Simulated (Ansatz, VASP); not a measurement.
# SnSe in two plane-wave programs

One calculation is typed for both programs; each brings its own data sets and cutoff. How far apart do they land?

Method: plane waves, with VASP 6.6.1 beside it; relaxation of cell and atoms at PBE with D4, in Ansatz 0.2.0.

## (1) The starting structure

The structure is orthorhombic, space group Pnma (No. 62). Conventional cell: a = 11.664 Å, b = 4.126 Å, c = 4.701 Å, α = 90.00°, β = 90.00°, γ = 90.00°. Sn has 3 Se at 2.77 Å nearest. Nearest to Se lie 3 Sn at 2.77 Å. Farther neighbours and most contacts between anions are not listed.

Structure file:

```cif
data_structure
_symmetry_space_group_name_H-M 'P 1'
_symmetry_Int_Tables_number 1
_cell_length_a 11.6645
_cell_length_b 4.1263
_cell_length_c 4.7009
_cell_angle_alpha 90.000
_cell_angle_beta 90.000
_cell_angle_gamma 90.000
_cell_volume 226.26
loop_
_atom_site_label
_atom_site_type_symbol
_atom_site_fract_x
_atom_site_fract_y
_atom_site_fract_z
_atom_site_occupancy
Sn1 Sn 0.61879 0.75000 0.37655 1
Sn2 Sn 0.88121 0.25000 0.87655 1
Sn3 Sn 0.38121 0.25000 0.62345 1
Sn4 Sn 0.11879 0.75000 0.12345 1
Se5 Se 0.14855 0.25000 0.50918 1
Se6 Se 0.64855 0.25000 0.99082 1
Se7 Se 0.35145 0.75000 0.00918 1
Se8 Se 0.85145 0.75000 0.49082 1
```

## (2) VASP: relaxation of cell and atoms, PBE with D4

The relaxed volume is the usual yardstick between codes: its relative difference is about their pressure difference at one cell divided by the bulk modulus.

Lines of VASP's logs that name or quote its potential files are left out, and so is its time.

INCAR

```
SYSTEM = SnSe
PREC = Accurate
ENCUT = 520
EDIFF = 1E-06
NELM = 100
ISMEAR = -1
SIGMA = 0.05
LREAL = .FALSE.
ALGO = Normal
GGA = PE
IVDW = 13
NBANDS = 49
LORBIT = 11
LWAVE = .FALSE.
LCHARG = .FALSE.
KPAR = 4
NCORE = 2
IBRION = 2
NSW = 60
ISIF = 3
EDIFFG = -0.01
```

POSCAR

```
SnSe
1.0
   11.6644585000      0.0000000000      0.0000000000
    0.0000000000      4.1262509500      0.0000000000
    0.0000000000      0.0000000000      4.7009074500
Sn Se
4 4
Direct
    0.6187868500      0.7500000000      0.3765543000
    0.8812131500      0.2500000000      0.8765543000
    0.3812131500      0.2500000000      0.6234457000
    0.1187868500      0.7500000000      0.1234457000
    0.1485530300      0.2500000000      0.5091818000
    0.6485530300      0.2500000000      0.9908182000
    0.3514469700      0.7500000000      0.0091818000
    0.8514469700      0.7500000000      0.4908182000
```

KPOINTS

```
Automatic mesh
0
Gamma
2 6 5
0 0 0
```

PAW data sets: Sn_d and Se (PBE family, release 64).

Started as:

```sh
$ mpirun -np 8 vasp_std
```

Numbers of over 12 decimals in the logs are rounded to 6 here.

What it wrote:

```text
[banner, memory and clock lines left out]
running    8 mpi-ranks, on    1 nodes
 distrk:  each k-point on    2 cores,    4 groups
 distr:  one band on    2 cores,    1 groups

 POSCAR found type information on POSCAR SnSe
 POSCAR found :  2 types and       8 ions
 LDA part: xc-table for (Slater+PW92), standard interpolation
 POSCAR, INCAR and KPOINTS ok, starting setup
 FFT: planning ... GRIDC
 FFT: planning ... GRID_SOFT
 FFT: planning ... GRID
 WAVECAR not read
 entering main loop
       N       E                     dE             d eps       ncg     rms          rms(c)
DAV:   1     0.871103739055E+03    0.87110E+03   -0.36800E+04  2522   0.206E+03
DAV:   2     0.117991462261E+03   -0.75311E+03   -0.73010E+03  2360   0.599E+02
DAV:   3    -0.235997698998E+02   -0.14159E+03   -0.13544E+03  2819   0.205E+02
DAV:   4    -0.332623513877E+02   -0.96626E+01   -0.95251E+01  2770   0.542E+01
DAV:   5    -0.335857374990E+02   -0.32339E+00   -0.32260E+00  2745   0.107E+01    0.644E+00
DAV:   6    -0.328241116044E+02    0.76163E+00   -0.14075E+00  3257   0.580E+00    0.402E+00
DAV:   7    -0.328193196281E+02    0.47920E-02   -0.60232E-01  3065   0.267E+00    0.157E+00
DAV:   8    -0.328172720753E+02    0.20476E-02   -0.58032E-02  3080   0.155E+00    0.352E-01
DAV:   9    -0.328176554499E+02   -0.38337E-03   -0.87641E-03  2948   0.611E-01    0.116E-01
DAV:  10    -0.328178131372E+02   -0.15769E-03   -0.96295E-04  2870   0.152E-01    0.598E-02
DAV:  11    -0.328178969002E+02   -0.83763E-04   -0.26626E-04  3175   0.884E-02    0.208E-02
DAV:  12    -0.328178834740E+02    0.13426E-04   -0.39181E-05  2962   0.333E-02    0.697E-03
DAV:  13    -0.328178847502E+02   -0.12762E-05   -0.68608E-06  2218   0.107E-02    0.193E-03
DAV:  14    -0.328178847963E+02   -0.46111E-07   -0.42556E-07  1533   0.524E-03
   1 F= -.36107857E+02 E0= -.36107845E+02  d E =-.361079E+02
[... from here on, the cycles between the ionic steps are left out ...]
   2 F= -.36118332E+02 E0= -.36118316E+02  d E =-.104748E-01
   3 F= -.36123828E+02 E0= -.36123806E+02  d E =-.159704E-01
   4 F= -.36127539E+02 E0= -.36127517E+02  d E =-.371169E-02
  16 F= -.36161881E+02 E0= -.36161850E+02  d E =-.465590E-03
  17 F= -.36162570E+02 E0= -.36162538E+02  d E =-.115483E-02
  18 F= -.36162900E+02 E0= -.36162867E+02  d E =-.330439E-03
  19 F= -.36163060E+02 E0= -.36163025E+02  d E =-.490318E-03
  20 F= -.36163061E+02 E0= -.36163026E+02  d E =-.491613E-03
  21 F= -.36163236E+02 E0= -.36163200E+02  d E =-.174194E-03
  22 F= -.36163386E+02 E0= -.36163349E+02  d E =-.324531E-03
  23 F= -.36163505E+02 E0= -.36163466E+02  d E =-.443672E-03
  24 F= -.36163565E+02 E0= -.36163526E+02  d E =-.595257E-04
  25 F= -.36163591E+02 E0= -.36163552E+02  d E =-.860769E-04
  26 F= -.36163622E+02 E0= -.36163583E+02  d E =-.309724E-04
 trial-energy change:   -0.000031  1 .order   -0.000039   -0.000046   -0.000033
 step:   0.7067(harm=  0.7067)  dis= 0.00131  next Energy=   -36.163673 (dE=-0.821E-04)
 bond charge predicted
       N       E                     dE             d eps       ncg     rms          rms(c)
DAV:   1    -0.328422201658E+02   -0.90950E-04   -0.26098E-02  3177   0.827E-01    0.860E-02
DAV:   2    -0.328420394799E+02    0.18069E-03   -0.68486E-04  2922   0.259E-01    0.449E-02
DAV:   3    -0.328419676711E+02    0.71809E-04   -0.24300E-04  3041   0.133E-01    0.120E-02
DAV:   4    -0.328419714606E+02   -0.37894E-05   -0.49221E-05  2635   0.603E-02    0.631E-03
DAV:   5    -0.328419719602E+02   -0.49961E-06   -0.14157E-06  1524   0.108E-02
  27 F= -.36163672E+02 E0= -.36163633E+02  d E =-.809410E-04
 curvature:  -0.82 expect dE=-0.392E-04 dE for cont linesearch -0.149E-06
 trial: gam= 0.40004 g(F)=  0.252E-04 g(S)=  0.227E-04 ort = 0.989E-05 (trialstep = 0.298E+00)
 search vector abs. value=  0.142E-03
 reached required accuracy - stopping structural energy minimisation
```

From OUTCAR (step 2):

```text
ion  position               nearest neighbor table
   1  0.619  0.750  0.377-   8 2.77   6 2.77   6 2.77   3 3.64   3 3.64
   2  0.881  0.250  0.877-   6 2.77   8 2.77   8 2.77   4 3.64   4 3.64
   3  0.381  0.250  0.623-   5 2.77   7 2.77   7 2.77   1 3.64   1 3.64
   4  0.119  0.750  0.123-   7 2.77   5 2.77   5 2.77   2 3.64   2 3.64
   5  0.149  0.250  0.509-   3 2.77   4 2.77   4 2.77
   6  0.649  0.250  0.991-   2 2.77   1 2.77   1 2.77
   7  0.351  0.750  0.009-   4 2.77   3 2.77   3 2.77
   8  0.851  0.750  0.491-   1 2.77   2 2.77   2 2.77

  LATTYP: Found a simple orthorhombic cell.
 ALAT       =     4.1262509500
 B/A-ratio  =     1.1392684320
 C/A-ratio  =     2.8268902307

 Subroutine GETGRP returns: Found  8 space group operations
 (whereof  2 operations were pure point group operations)

The static configuration has the point symmetry S_2 .
 The point group associated with its full space group is D_2h.

 Found     24 irreducible k-points:

   k-points           NKPTS =     24   k-points in BZ     NKDIM =     24   number of bands    NBANDS=     49

   dimension x,y,z NGX =    90 NGY =   32 NGZ =   36
   dimension x,y,z NGXF=   180 NGYF=   64 NGZF=   72

   ENCUT  =  520.0 eV  38.22 Ry    6.18 a.u.  21.69  7.67  8.74*2*pi/ulx,y,z

   NELECT =      80.0000    total number of electrons

 k-points in reciprocal lattice and weights: Automatic mesh
   0.00000000  0.00000000  0.00000000       0.017
   0.50000000  0.00000000  0.00000000       0.017
   0.00000000  0.16666667  0.00000000       0.033
   0.50000000  0.16666667  0.00000000       0.033
   0.00000000  0.33333333  0.00000000       0.033
   0.50000000  0.33333333  0.00000000       0.033
   0.00000000  0.50000000  0.00000000       0.017
   0.50000000  0.50000000  0.00000000       0.017
   0.00000000  0.00000000  0.20000000       0.033
[...]
0.00000000  0.50000000  0.40000000       0.033
   0.50000000  0.50000000  0.40000000       0.033

 average (electrostatic) potential at core
       1-101.9376       2-101.9376       3-101.9376       4-101.9376       5 -53.0653
       6 -53.0653       7 -53.0653       8 -53.0653

 E-fermi :   5.2931

 k-point     1 :       0.0000    0.0000    0.0000
  band No.  band energies     occupation
    ...
     36       3.1425      2.00000
     37       3.3978      2.00000
     38       3.7806      2.00000
     39       4.2871      2.00000
     40       4.4607      2.00000
     41       5.7835      0.00011
     42       7.8044      0.00000
     43       7.8940      0.00000
     44       7.9576      0.00000
     45       8.2435      0.00000
    ...

 k-point     2 :       0.5000    0.0000    0.0000
  band No.  band energies     occupation
    ...
     36       2.9811      2.00000
     37       3.1637      2.00000
     38       3.1637      2.00000
     39       4.4329      2.00000
     40       4.4329      2.00000
     41       7.4776      0.00000
     42       7.4776      0.00000
     43       7.6339      0.00000
     44       7.6339      0.00000
     45       8.7082      0.00000
    ...

 k-point     3 :       0.0000    0.1667    0.0000
  band No.  band energies     occupation
    ...
     36       3.2346      2.00000
     37       3.4166      2.00000
     38       4.1973      2.00000
     39       4.3034      2.00000
     40       4.3232      2.00000
     41       5.9429      0.00000
     42       7.0453      0.00000
     43       7.7262      0.00000
     44       8.1112      0.00000
     45       8.1887      0.00000
    ...

  DFT-D4 for vdW energy calculation

  Edisp (eV):   -3.32170

  Total       0.02323     0.02660     0.05014     0.00000     0.00000     0.00000
  in kB       0.16663     0.19080     0.35968     0.00000     0.00000     0.00000
  external pressure =        0.24 kB  Pullay stress =        0.00 kB

  energy-cutoff  :      520.00
  volume of cell :      223.34
      direct lattice vectors                 reciprocal lattice vectors
    11.776723712  0.000000000  0.000000000     0.084913260  0.000000000  0.000000000
     0.000000000  4.194416065  0.000000000     0.000000000  0.238412209 -0.000000000
     0.000000000  0.000000000  4.521376190     0.000000000 -0.000000000  0.221171599

 POSITION                                       TOTAL-FORCE (eV/Angst)
 -----------------------------------------------------------------------------------
      7.34502      3.14581      1.73614        -0.001078     -0.000000     -0.005845
     10.32007      1.04860      3.99683         0.001078     -0.000000     -0.005845
      4.43171      1.04860      2.78523         0.001078      0.000000      0.005845
      1.45665      3.14581      0.52454        -0.001078      0.000000      0.005845
      1.69498      1.04860      2.37796        -0.005316     -0.000000     -0.008183
      7.58334      1.04860      4.40411        -0.005316      0.000000      0.008183
      4.19338      3.14581      0.11727         0.005316     -0.000000     -0.008183
     10.08175      3.14581      2.14342         0.005316      0.000000      0.008183
 -----------------------------------------------------------------------------------
    total drift:                               -0.000000      0.000000     -0.000000

  FREE ENERGIE OF THE ION-ELECTRON SYSTEM (eV)
  ---------------------------------------------------
  free  energy   TOTEN  =       -36.1636720603 eV

  energy  without entropy=      -36.1635940783  energy(sigma->0) =      -36.16363307

 reached required accuracy - stopping structural energy minimisation

 total charge
# of ion       s       p       d       tot
------------------------------------------
    1        1.351   0.737   9.990  12.078
    2        1.351   0.737   9.990  12.078
    3        1.351   0.737   9.990  12.078
    4        1.351   0.737   9.990  12.078
    5        1.472   2.321   0.023   3.816
    6        1.472   2.321   0.023   3.816
    7        1.472   2.321   0.023   3.816
    8        1.472   2.321   0.023   3.816
--------------------------------------------------
tot         11.292  12.232  40.051  63.575

[... 3 further parts left out ...]
```

[end of part 1 of 2]

[Lines on the potential files, build, host, timing and source positions are cut from VASP's logs without a mark.]

[Logs are printed without paths, hosts, clocks, repeated set-up lines and the standing remarks that a program may print on its own settings, such as how far it seeks lower states.]

[Hosts, paths, dates, database ids (printed as entryN), source tags and the programs' standing remarks are cut or masked in the printed files.]
